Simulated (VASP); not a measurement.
Here is the system:

```xyz
4
Lattice="2.1090 1.2176 7.0187 -2.1090 1.2176 7.0187 0.0000 -2.4353 7.0187" Properties=species:S:1:pos:R:3 pbc="T T T"
Zn     0.0000     0.0000    13.2738
Cd     0.0000     0.0000     2.4751
Te     0.0000     0.0000    10.6847
Se     0.0000     0.0000    20.9421
```

Computed with LDA (Ceperley-Alder, Perdew-Zunger), VASP's LDA PAW potentials (set 64) (plane waves; VASP). Run with 400 eV cut-off, 10×10×10 Γ-centred mesh, tetrahedra with Blöchl corrections, potentials Zn Cd Te Se.

The cores are frozen, which limits the accuracy of field gradients.

Question: Give the principal components of the electric field gradient (V/Å²) and the asymmetry η at each nucleus.

Answer: 
```json
[
 {"atom": "Zn1", "Vxx": "2.5", "Vyy": "2.5", "Vzz": "-5.0", "η": "0.00"},
 {"atom": "Cd2", "Vxx": "6.8", "Vyy": "6.8", "Vzz": "-13.6", "η": "0.00"},
 {"atom": "Te3", "Vxx": "-68.3", "Vyy": "-68.3", "Vzz": "136.5", "η": "0.00"},
 {"atom": "Se4", "Vxx": "24.6", "Vyy": "24.6", "Vzz": "-49.2", "η": "0.00"}
]
```

The structure comes from a computed database's ZnCdTeSe entry (R3m); how it stands against other phases isn't given here. It was relaxed first, which changed the volume by -9 %.
